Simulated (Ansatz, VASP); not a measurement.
# AlNi3: VASP beside Ansatz

Wanted: the spread between two codes on one cell, functional and k mesh. The cell is taken from a series of runs on this material, whose earlier steps may have relaxed, scaled, displaced or heated it; both programs get it as it stands.

Program: Ansatz 0.2.0. Level of theory: plane waves, with VASP 6.6.1 beside it; single point at r2SCAN. Results are calculated unless marked as measured.

In doubt: warnings of the run leave room for a lower electronic state, so energies may not be the lowest and differences between runs may mislead.

## (1) Set-up

Symmetry: Pm-3m, No. 221, cubic system. Conventional cell: a = 3.523 Å, b = 3.523 Å, c = 3.523 Å, α = 90.00°, β = 90.00°, γ = 90.00°. Nearest to Al lie 12 Ni at 2.49 Å. Ni has 8 Ni at 2.49 Å and 4 Al at 2.49 Å nearest. Ni has 8 Ni at 2.49 Å and 4 Al at 2.49 Å nearest. Farther neighbours are not listed.

## (2) Ansatz: single point, r2SCAN

Ansatz runs on its default PAW (the set named soft_2) files.

A single point gives forces, pressure and levels at one fixed geometry, so differences don't come from the geometry; what else differs is listed under the comparison.

Contents of input.yaml:

```yaml
crystal:
  lattice:
    - [-3.523054727, 0.0, 0.0]
    - [0.0, 3.523054727, 3.523054727]
    - [0.0, 3.523054727, -3.523054727]
  atoms:
    - { symbol: Al, position: [0.0, 0.0, 0.0] }
    - { symbol: Al, position: [0.0, 0.5, 0.5] }
    - { symbol: Ni, position: [0.0, 0.5, 0.0], spin: 1.0 }
    - { symbol: Ni, position: [0.0, 0.0, 0.5], spin: 1.0 }
    - { symbol: Ni, position: [0.5, 0.25, 0.75], spin: 1.0 }
    - { symbol: Ni, position: [0.5, 0.75, 0.25], spin: -1.0 }
    - { symbol: Ni, position: [0.5, 0.25, 0.25], spin: -1.0 }
    - { symbol: Ni, position: [0.5, 0.75, 0.75], spin: -1.0 }
magnetization:
  spin_polarized: true
kpoints:
  mp_grid: { grid: [11, 8, 8] }
hamiltonian:
  xc: r2scan
scf:
  occupations: { method: fermi_dirac, width: 0.1 }
output:
  eigenvalues: true
```

The run is started by

```console
ansatz run input.yaml --threads 4 --pin off --max-ram 8192MiB --backend cpu --events-out ev --progress --plain --runs-dir out
```

Numbers of over 12 decimals in the logs are rounded to 6 here.

Output:

```text
Engine: ansatz 0.2.0, x86_64-unknown-linux-gnu
Pseudopotentials: kind: paw
Pseudopotential: Al, paw, valence charge 3, recommended cutoff 500 eV (meta_gga), Al.paw.azcp
Pseudopotential: Ni, paw, valence charge 18, recommended cutoff 500 eV (meta_gga), Ni.paw.azcp
Functional definition: r2SCAN
  parameter k0 = 0.174
  parameter k1 = 0.065
  parameter a1 = 4.9479
  exchange = r2scan_x(k0 = k0, k1 = k1, a1 = a1)
  correlation = r2scan_c
Crystal: 8 atoms, lattice volume = 87.456 Å³
Basis set: ecut = 500 eV, 2233 PW (Γ), exchange–correlation on 108×160×160 points (64 copies of the dense FFT grid, shifted against one another)
Bands: 72, of which v1, the nominal top of the filled ones, is band 57 counted from 1 (56 counted from 0)
Symmetry: 8 space group operations
Space group: Cmmm (ITA 65), of the structure as read, at distance tolerance 4.4e-5 Å
Magnetic group: BNS 65.481 (UNI 579), of the structure as read, at distance tolerance 4.4e-5 Å
k-points: 126 of 704
Non-local potential: Al, projectors of the file, l = 0: 2, l = 1: 2, l = 2: 1
Non-local potential: Ni, projectors of the file, l = 0: 3, l = 1: 2, l = 2: 3, l = 3: 1
PAW form: soft (Blöchl's): semilocal exchange-correlation on the pseudo side does not see the compensation charge
PAW frozen core: Al, regenerated for the run's functional (the file was generated under x = pbe(κ = 0.804, μ = 0.219515), c = pbe(β = 0.066725))
PAW frozen core: Ni, regenerated for the run's functional (the file was generated under x = pbe(κ = 0.804, μ = 0.219515), c = pbe(β = 0.066725))
PAW one-centre angular grid: Al, 302 points (default); XC on 160 Gauss nodes
PAW one-centre angular grid: Ni, 590 points (default); XC on 160 Gauss nodes
Initial density: superposition of atomic densities (chi_scale 0.1, normalization cell)
Starting moments: Σ|m| = 6 μB on 6 of 8 sites
Starting magnetic order: compensated ferrimagnet; no operation exchanges its spin sublattices
Initial wavefunctions: pseudopotential atomic-orbital guess
Functional: x = r2scan, c = r2scan; τ floored in thin density (d = 2e-4 eV/Å³)
iter 1 solved again at ethr=2.14e-3 eV; its pass at ethr=3.10e-3 eV (dr2=2.44e0 eV) is discarded
SCF iter   1: F=—  HF=-36148.851042 eV  |F-HF|=—  |Δ(HF+E_count)|=         —  Δρ=4.10e-2 (↑4.10e-2 ↓4.00e-2)  dr2=2.18e0  dr2_τ=4.54e-2  dr2_m=4.55e-1  M=-0.022 μB ∫|m|=4.644 μB  β_m=0.30  ethr=2.14e-3  ⟨swp⟩=3.6  Hψ=102376  notcnv=0
Mixer restart at iter 1: flushing history
preconditioner: auto → Kerker (q_TF=auto, 2.852 Å⁻¹)  [metal: Δε(μ)=0.002 eV  Ē_g=8.572 eV  σ=0.100 eV  W_gap=0.00  n_scr=38 (ndim 8)  ℏωp=32.3 eV  f_vac=0.000  D(μ)=9.32/eV (n_scr^D=136)]
spin=Collinear: Kerker preconditioning applied to the charge; magnetization (m = ρ↑ − ρ↓) channel mixes plain (no charge-response kernel on spin).
SCF iter   2: F=—  HF=-36148.182619 eV  |F-HF|=—  |Δ(HF+E_count)|=   6.68e-1  Δρ=2.94e-2 (↑2.90e-2 ↓2.94e-2)  dr2=7.09e-1  dr2_τ=7.75e-3  dr2_m=4.17e-1  M=-0.027 μB ∫|m|=4.262 μB  β_m=0.30  ethr=1.91e-3  ⟨swp⟩=3.9  Hψ=34932  notcnv=0  defer=912  κ⁻¹=1.0e0(r=1)
SCF iter   3: F=—  HF=-36150.332681 eV  |F-HF|=—  |Δ(HF+E_count)|=    2.15e0  Δρ=3.04e-2 (↑3.00e-2 ↓3.04e-2)  dr2=8.23e-1  dr2_τ=4.29e-3  dr2_m=4.80e-1  M=-0.026 μB ∫|m|=3.965 μB  β_m=0.30  ethr=6.22e-4  ⟨swp⟩=2.0  Hψ=23029  notcnv=0  defer=1120  κ⁻¹=5.7e-3(r=2)
SCF iter   4: F=—  HF=-36150.129074 eV  |F-HF|=—  |Δ(HF+E_count)|=   2.04e-1  Δρ=3.04e-2 (↑3.01e-2 ↓3.04e-2)  dr2=8.26e-1  dr2_τ=4.24e-3  dr2_m=4.78e-1  M=-0.026 μB ∫|m|=3.998 μB  β_m=0.30  ethr=6.22e-4  ⟨swp⟩=1.1  Hψ=19589  notcnv=0  defer=1120  κ⁻¹=1.1e-5(r=3)
SCF iter   5: F=—  HF=-36154.987085 eV  |F-HF|=—  |Δ(HF+E_count)|=    4.86e0  Δρ=1.96e-2 (↑1.96e-2 ↓1.92e-2)  dr2=1.71e-1  dr2_τ=2.74e-3  dr2_m=2.53e-1  M=-0.024 μB ∫|m|=2.626 μB  β_m=1.00  ethr=6.22e-4  ⟨swp⟩=3.0  Hψ=35962  notcnv=0  defer=1126  κ⁻¹=4.0e-6(r=4)
SCF iter   6: F=—  HF=-36155.941774 eV  |F-HF|=—  |Δ(HF+E_count)|=         —  Δρ=1.70e-2 (↑1.64e-2 ↓1.70e-2)  dr2=5.40e-2  dr2_τ=1.72e-3  dr2_m=2.10e-1  M=-0.044 μB ∫|m|=0.916 μB  β_m=0.30  ethr=1.50e-4  ⟨swp⟩=2.5  Hψ=32281  notcnv=0  defer=1175
Mixer restart at iter 6: flushing history
SCF iter   7: F=—  HF=-36155.936511 eV  |F-HF|=—  |Δ(HF+E_count)|=   5.26e-3  Δρ=1.44e-2 (↑1.44e-2 ↓1.42e-2)  dr2=2.25e-2  dr2_τ=7.55e-4  dr2_m=1.56e-1  M=-0.056 μB ∫|m|=0.807 μB  β_m=0.30  ethr=4.73e-5  ⟨swp⟩=2.4  Hψ=34572  notcnv=0  defer=1175  κ⁻¹=1.0e0(r=1)
[...]
preconditioner: auto → Kerker (q_TF=auto, 2.009 Å⁻¹)  [metal: Δε(μ)=0.009 eV  Ē_g=8.836 eV  σ=0.100 eV  W_gap=0.02  n_scr=10 (ndim 8)  ℏωp=32.3 eV  f_vac=0.002  D(μ)=4.48/eV (n_scr^D=38)]
spin=Collinear: Kerker preconditioning applied to the charge; magnetization (m = ρ↑ − ρ↓) channel mixes plain (no charge-response kernel on spin).
[...]
Mixer restart at iter 2: flushing history
SCF iter   3: F=—  HF=-36156.023030 eV  |F-HF|=—  |Δ(HF+E_count)|=   9.26e-4  Δρ=4.85e-4 (↑3.69e-4 ↓4.85e-4)  dr2=9.80e-5  dr2_τ=1.03e-6  dr2_m=1.31e-4  M=-1.738 μB ∫|m|=2.629 μB  β_m=1.00  ethr=1.74e-7  ⟨swp⟩=2.2  Hψ=32752  notcnv=0  κ⁻¹=1.0e0(r=1)
SCF iter   4: F=—  HF=-36156.025106 eV  |F-HF|=—  |Δ(HF+E_count)|=   2.08e-3  Δρ=3.05e-4 (↑2.12e-4 ↓3.05e-4)  dr2=4.69e-5  dr2_τ=3.67e-7  dr2_m=4.55e-5  M=-1.733 μB ∫|m|=2.610 μB  β_m=1.00  ethr=3.52e-8  ⟨swp⟩=2.0  Hψ=32695  notcnv=0  κ⁻¹=1.7e-2(r=2)
SCF iter   5: F=—  HF=-36156.027827 eV  |F-HF|=—  |Δ(HF+E_count)|=   2.72e-3  Δρ=1.28e-4 (↑5.06e-5 ↓1.28e-4)  dr2=1.04e-5  dr2_τ=6.65e-8  dr2_m=4.19e-6  M=-1.723 μB ∫|m|=2.575 μB  β_m=1.00  ethr=1.68e-8  ⟨swp⟩=3.0  Hψ=42285  notcnv=0  κ⁻¹=3.2e-3(r=3)
SCF iter   6: F=—  HF=-36156.028244 eV  |F-HF|=—  |Δ(HF+E_count)|=   4.17e-4  Δρ=5.84e-5 (↑3.76e-5 ↓5.84e-5)  dr2=6.23e-6  dr2_τ=1.60e-8  dr2_m=3.43e-7  M=-1.719 μB ∫|m|=2.563 μB  β_m=1.00  ethr=3.73e-9  ⟨swp⟩=3.2  Hψ=38986  notcnv=0  κ⁻¹=2.6e-4(r=4)
SCF iter   7: F=—  HF=-36156.028281 eV  |F-HF|=—  |Δ(HF+E_count)|=   3.78e-5  Δρ=3.67e-5 (↑1.18e-5 ↓3.67e-5)  dr2=1.41e-6  dr2_τ=2.66e-9  dr2_m=2.62e-7  M=-1.719 μB ∫|m|=2.562 μB  β_m=1.00  ethr=2.24e-9  ⟨swp⟩=2.0  Hψ=32681  notcnv=0  κ⁻¹=5.3e-5(r=5)
SCF iter   8: F=—  HF=-36156.028301 eV  |F-HF|=—  |Δ(HF+E_count)|=   2.00e-5  Δρ=1.32e-5 (↑1.32e-5 ↓9.82e-6)  dr2=7.50e-8  dr2_τ=1.90e-9  dr2_m=2.87e-8  M=-1.718 μB ∫|m|=2.559 μB  β_m=1.00  ethr=5.05e-10  ⟨swp⟩=2.6  Hψ=35066  notcnv=0  κ⁻¹=2.4e-5(r=6)
SCF iter   9: F=—  HF=-36156.028301 eV  |F-HF|=—  |Δ(HF+E_count)|=   4.93e-7  Δρ=5.73e-6 (↑5.58e-6 ↓5.73e-6)  dr2=2.53e-8  dr2_τ=6.33e-10  dr2_m=6.32e-10  M=-1.719 μB ∫|m|=2.559 μB  β_m=1.00  ethr=2.69e-11  ⟨swp⟩=2.9  Hψ=35109  notcnv=0  κ⁻¹=1.7e-6(r=7)
SCF iter  10: F=—  HF=-36156.028301 eV  |F-HF|=—  |Δ(HF+E_count)|=   1.95e-7  Δρ=5.15e-6 (↑1.01e-6 ↓5.15e-6)  dr2=2.03e-8  dr2_τ=3.49e-11  dr2_m=5.54e-9  M=-1.719 μB ∫|m|=2.559 μB  β_m=1.00  ethr=9.07e-12  ⟨swp⟩=3.0  Hψ=34371  notcnv=0  κ⁻¹=7.0e-7(r=8)
SCF iter  11: F=-36156.028301 eV  HF=-36156.028301 eV  |F-HF|=4.13e-8  |Δ(HF+E_count)|=   1.73e-7  Δρ=6.41e-6 (↑6.41e-6 ↓5.20e-6)  dr2=7.49e-8  dr2_τ=6.98e-11  dr2_m=3.79e-10  M=-1.719 μB ∫|m|=2.559 μB  ethr=7.27e-12  ⟨swp⟩=2.0  Hψ=61716  notcnv=0
SCF 2 converged in 11 iterations: F = -36156.028301 eV  dr2 = 7.49e-8
The result is that of the SCF that stage 1 started: 0.084 eV lower in free energy than the state whose close was followed first; 29 iterations were spent on what was left
WARN: the starting moments were not kept: 3 of 6 ended reversed and 3 kept their direction, counting a site from 0.1 of the cell's largest site moment. The largest reversed, site 4 (counted from 0, in the order of the report's site_moments_mub), started with +1.0 μB and closes at -3.4e-1 μB in its sphere. The starting moments cancel, and the net magnetisation is 1.8e0 μB in size, over 0.1 of its absolute magnetisatio [...]
SCF converged after 11 iterations
Magnetization: -1.7186 μB (56.1407 up, 57.8593 down)
Absolute magnetization: 2.5593 μB (∫|ρ↑−ρ↓|, with the PAW one-centre terms)
Spin contamination: 0.0975 ħ² per cell (⟨S²⟩ above its minimum at these occupations)
Per-site moments (μB) at R_I (Å): [(0.030644, 1.027610), (0.030644, 1.027610), (-0.343783, 1.027610), (-0.343783, 1.027610), (-0.344233, 1.027610), (-0.344233, 1.027610), (-0.344234, 1.027610), (-0.344234, 1.027610)]
Free energy (F): -36156.028301 eV
Harris-Foulkes:  -36156.028301 eV  (|F-HF|=4.13e-8)
Internal energy: -36155.871964 eV  (E = F + TS)
E sigma→0 (E₀):  -36155.950133 eV
Entropy (-TS):   -0.156337 eV (-19.542 meV/atom)
Fermi energy:    16.349150 eV
--- Per-component energies (eV) ---
  E_band       = -1958.393161
  E_kinetic    = 1755.735896
  E_local      = -23774.906033  (includes V_loc(G=0)·N_el)
  E_nonlocal   = 3861.370563
  E_hartree    = 10147.915693
  E_xc         = -552.191894
  E_vxc        = -774.735826  (∫ρ·V_xc dr)
  E_paw        = -10815.517853  (= ΣΔE_a)
  E_vpaw       = -3378.050845  (= ΣTr[D̂ρ^β])
  E_aug_tail   = 0.001375  (compensation charges beyond the density's cutoff)
  E_vtau       = 56.304553  (kinetic-family band-sum trace: ∫τ·v_τ [+ j·A + Jᵃ·Aᵃ] dr)
  E_ewald      = -16776.359082
  E_core_change = -1.920628  (= ΣΔE_core)
  E_smearing   = -0.156337  (= −TS)
  E_closure    = -0.000000  (closes the sum)
  Σ components = -36156.028301   (vs F -36156.028301, Δ=0.00e0)
--- Band table (eV; the first three rows and the last of 252) ---
  k-point 0 ↑: bands = [... 53 lower, 16.3501, 16.8674, 16.8674, 16.8678, 16.9993, 16.9993, 16.9994, 17.5779, ... 11 higher]
  k-point 1 ↑: bands = [... 53 lower, 16.2930, 16.3290, 16.4470, 16.8437, 16.9153, 17.3759, 17.5824, 17.5853, ... 11 higher]
  k-point 2 ↑: bands = [... 53 lower, 16.0908, 16.1069, 16.2023, 16.7262, 16.7730, 17.5988, 17.6064, 18.3762, ... 11 higher]
  k-point 125 ↓: bands = [... 53 lower, 15.0479, 15.1087, 15.1087, 15.5511, 15.5511, 17.0715, 17.0715, 17.0757, ... 11 higher]
```

(Part 1 of 2 ends here.)

[Lines on the potential files, build, host, timing and source positions are cut from VASP's logs without a mark.]

[Logs are printed without paths, hosts, clocks, repeated set-up lines and the standing remarks that a program may print on its own settings, such as how far it seeks lower states.]

[Hosts, paths, dates, database ids (printed as entryN), source tags and the programs' standing remarks are cut or masked in the printed files.]
